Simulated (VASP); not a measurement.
Input:

```yaml
crystal:
  lattice:
    - [3.26636, 0.00000, 0.00000]
    - [-1.63318, 2.82875, 0.00000]
    - [0.00000, 0.00000, 5.25875]
  atoms:
    - { symbol: Zn, position: [0.33333, 0.66667, 0.49945] }
    - { symbol: Zn, position: [0.66667, 0.33333, 0.99945] }
    - { symbol: O, position: [0.66667, 0.33333, 0.37956] }
    - { symbol: O, position: [0.33333, 0.66667, 0.87956] }
```

All values below come from PBE GGA with D3 dispersion (Becke-Johnson damping), VASP's PBE PAW potentials (set 64) (plane waves; VASP). Settings: 650 eV cut-off, 7×7×4 Γ-centred mesh, Gaussian smearing of 0.050 eV, potentials Zn O.

Problem. Give the elastic stiffness tensor with the ions relaxed (GPa, in the frame of the cell).

Solution. 
```
     xx   yy   zz    yz    xz    xy
--  ---  ---  ---  ----  ----  ----
xx  192  116  101   0.0   0.0   0.0
yy  116  192  101   0.0   0.0   0.0
zz  101  101  203   0.0   0.0   0.0
yz  0.0  0.0  0.0  35.6   0.0   0.0
xz  0.0  0.0  0.0   0.0  35.6   0.0
xy  0.0  0.0  0.0   0.0   0.0  38.1
```

Problem. Estimate the Hill bulk modulus, Hill shear modulus, Young's modulus, Poisson's ratio.

Solution. 
The Hill bulk modulus comes out as 136 GPa, the Hill shear modulus is 39.4 GPa and the Young's modulus is 108 GPa. The Poisson's ratio is 0.368.

The structure comes from a measured ZnO entry (P6_3mc) of the Crystallography Open Database, whose conditions weren't checked. It was relaxed first.
